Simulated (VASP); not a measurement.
Output of a VASP run:

### OUTCAR
```
 ion  position               nearest neighbor table
   1  0.000  0.000  0.000-   2 3.12   2 3.12   2 3.12   2 3.12   2 3.12   2 3.12
   2  0.500  0.500  0.500-   1 3.12   1 3.12   1 3.12   1 3.12   1 3.12   1 3.12
  LATTYP: Found a face centered cubic cell.
 ALAT       =     6.2424000000
 Subroutine PRICEL returns:
 Original cell was already a primitive cell.
 Subroutine GETGRP returns: Found 48 space group operations
The static configuration has the point symmetry O_h .
The dynamic configuration has the point symmetry O_h .
 Subroutine INISYM returns: Found 48 space group operations
 Subroutine IBZKPT returns following result:
 Found     20 irreducible k-points:

 Following reciprocal coordinates:
            Coordinates               Weight
  0.000000  0.000000  0.000000      1.000000
  0.142857  0.000000  0.000000      8.000000
  0.285714  0.000000  0.000000      8.000000
  0.428571  0.000000  0.000000      8.000000
  0.142857  0.142857  0.000000      6.000000
  0.285714  0.142857  0.000000     24.000000
  0.428571  0.142857  0.000000     24.000000
 -0.428571  0.142857  0.000000     24.000000
 -0.285714  0.142857  0.000000     24.000000
 -0.142857  0.142857  0.000000     12.000000
  0.285714  0.285714  0.000000      6.000000
  0.428571  0.285714  0.000000     24.000000
 -0.428571  0.285714  0.000000     24.000000
 -0.285714  0.285714  0.000000     12.000000
  0.428571  0.428571  0.000000      6.000000
 -0.428571  0.428571  0.000000     12.000000
  0.428571  0.285714  0.142857     24.000000
 -0.428571  0.285714  0.142857     48.000000
 -0.428571  0.428571  0.142857     24.000000
 -0.285714  0.428571  0.142857     24.000000
   k-points           NKPTS =     20   k-points in BZ     NKDIM =     20   number of bands    NBANDS=     14
   number of dos      NEDOS =    301   number of ions     NIONS =      2
   total plane-waves  NPLWV =  27000
   dimension x,y,z NGX =    30 NGY =   30 NGZ =   30
   dimension x,y,z NGXF=    60 NGYF=   60 NGZF=   60
   ions per type =               1   1
   PREC   = accura    normal or accurate (medium, high low for compatibility)
   ISTART =      0    job   : 0-new  1-cont  2-samecut
   ICHARG =      2    charge: 1-file 2-atom 10-const
   ISPIN  =      1    spin polarized calculation?
   LNONCOLLINEAR =      F non collinear calculations
   LSORBIT =      F    spin-orbit coupling
   INIWAV =      1    electr: 0-lowe 1-rand  2-diag
   ENCUT  =  400.0 eV  29.40 Ry    5.42 a.u.   7.20  7.20  7.20*2*pi/ulx,y,z
   NELM   =    100;   NELMIN=  2; NELMDL= -5     # of ELM steps
   EDIFF  = 0.1E-05   stopping-criterion for ELM
   LREAL  =      F    real-space projection
   NLSPLINE    = F    spline interpolate recip. space projectors
   LMAXMIX     =    4 max onsite mixed and CHGCAR
   VOSKOWN=      0    Vosko Wilk Nusair interpolation
   EDIFFG = 0.1E-04   stopping-criterion for IOM
   NSW    =      0    number of steps for IOM
   NBLOCK =      1;   KBLOCK =      1    inner block; outer block
   IBRION =     -1    ionic relax: 0-MD 1-quasi-New 2-CG
   NFREE  =      0    steps in history (QN), initial steepest desc. (CG)
   ISIF   =      2    stress and relaxation
   ISYM   =      2    0-nonsym 1-usesym 2-fastsym
   TEIN   =    0.0    initial temperature
   TEBEG  =    0.0;   TEEND  =   0.0 temperature during run
   SMASS  =  -3.00    Nose mass-parameter (am)
   PSTRESS=    0.0 pullay stress
   NELECT =      20.0000    total number of electrons
   EFERMI =   0.00;   METHOD = LEGACY
   ISMEAR =     0;   SIGMA  =   0.05  broadening in eV -4-tet -1-fermi 0-gaus
   IALGO  =     38    algorithm
   LDIAG  =      T    sub-space diagonalisation (order eigenvalues)
   IMIX   =      4    mixing-type and parameters
     AMIX     =   0.40;   BMIX     =  1.00
     AMIX_MAG =   1.60;   BMIX_MAG =  1.00
     AMIN     =   0.10
   GGA     = PE    functional components
   VOSKOWN =     0    Vosko Wilk Nusair interpolation
   LHFCALC =     F    Hartree Fock is set to
   LHFONE  =     F    Hartree Fock one center treatment
...
```

OSZICAR:
```
       N       E                     dE             d eps       ncg     rms          rms(c)
DAV:   1     0.144563140078E+03    0.14456E+03   -0.83969E+03   560   0.116E+03
DAV:   2     0.341841983418E+01   -0.14114E+03   -0.13883E+03   566   0.317E+02
DAV:   3    -0.828550906342E+01   -0.11704E+02   -0.11660E+02   776   0.980E+01
DAV:   4    -0.852123512184E+01   -0.23573E+00   -0.23565E+00   580   0.174E+01
DAV:   5    -0.852888036783E+01   -0.76452E-02   -0.76451E-02   766   0.302E+00    0.271E+00
DAV:   6    -0.819894152899E+01    0.32994E+00   -0.90845E-01   760   0.713E+00    0.146E+00
DAV:   7    -0.819533981222E+01    0.36017E-02   -0.13606E-01   630   0.199E+00    0.846E-01
DAV:   8    -0.819911938742E+01   -0.37796E-02   -0.15828E-02   590   0.158E+00    0.192E-01
DAV:   9    -0.819850815434E+01    0.61123E-03   -0.31342E-03   826   0.600E-01    0.665E-02
DAV:  10    -0.819861376549E+01   -0.10561E-03   -0.26140E-04   566   0.126E-01    0.211E-02
DAV:  11    -0.819862239872E+01   -0.86332E-05   -0.63974E-05   656   0.906E-02    0.530E-03
DAV:  12    -0.819862274739E+01   -0.34866E-06   -0.37799E-06   710   0.159E-02
   1 F= -.81986227E+01 E0= -.81986227E+01  d E =-.189448E-11
```

**OUTCAR**
```
------------------------ aborting loop because EDIFF is reached ----------------------------------------
  FORCE on cell =-STRESS in cart. coord.  units (eV):
  Direction    XX          YY          ZZ          XY          YZ          ZX
  --------------------------------------------------------------------------------------
  Total       -0.2314863     -0.2314863     -0.2314863     -0.0000000     -0.0000000     -0.0000000
  in kB       -6.0987543     -6.0987543     -6.0987543     -0.0000000     -0.0000000     -0.0000000
  external PRESSURE =      -6.0987543 kB  Pullay stress =       0.0000000 kB
  volume of cell :       60.81
      direct lattice vectors                 reciprocal lattice vectors
     0.000000000  3.121200000  3.121200000    -0.160194797  0.160194797  0.160194797
     3.121200000  0.000000000  3.121200000     0.160194797 -0.160194797  0.160194797
     3.121200000  3.121200000  0.000000000     0.160194797  0.160194797 -0.160194797
  FREE ENERGIE OF THE ION-ELECTRON SYSTEM (eV)
  ---------------------------------------------------
  free  energy   TOTEN  =        -8.1986227474 eV

  energy  without entropy=       -8.1986227474  energy(sigma->0) =       -8.19862275
```
(Selected blocks of OUTCAR.)

File POSCAR:
```
PbSe
1
    0.0000000000     3.1212000000     3.1212000000
    3.1212000000     0.0000000000     3.1212000000
    3.1212000000     3.1212000000     0.0000000000
Pb Se
1 1
Direct
  0.0000000000   0.0000000000   0.0000000000
  0.5000000000   0.5000000000   0.5000000000
```

### Question
Write an INCAR and KPOINTS that could have produced this output.

### Answer
One answer among several that fit: the input of the run itself, PBE GGA, plane waves, VASP's PBE PAW potentials (set 64).

**INCAR**
```
LASPH = .True.   ! aspherical one-centre terms
SIGMA = 0.05   ! width (eV)
GGA = PE   ! PBE
PREC = Accurate
ENCUT = 400   ! plane-wave cut-off (eV)
LCHARG = .False.
LMAXMIX = 4
ISIF = 2   ! forces and stress, cell fixed
LREAL = .False.   ! projection in real space or not
SYSTEM = PbSe
NELM = 100
ALGO = Normal
ISMEAR = 0
LWAVE = .False.
EDIFF = 1E-6   ! SCF stop (eV)
```

File KPOINTS:
```
Automatic mesh
0
Gamma
7 7 7
0 0 0
```

POTCAR, in this order: Pb_d Se (PBE.64 set). Program: vasp_std.

The compound is PbSe in the rock salt structure. The cell was not relaxed at this level.
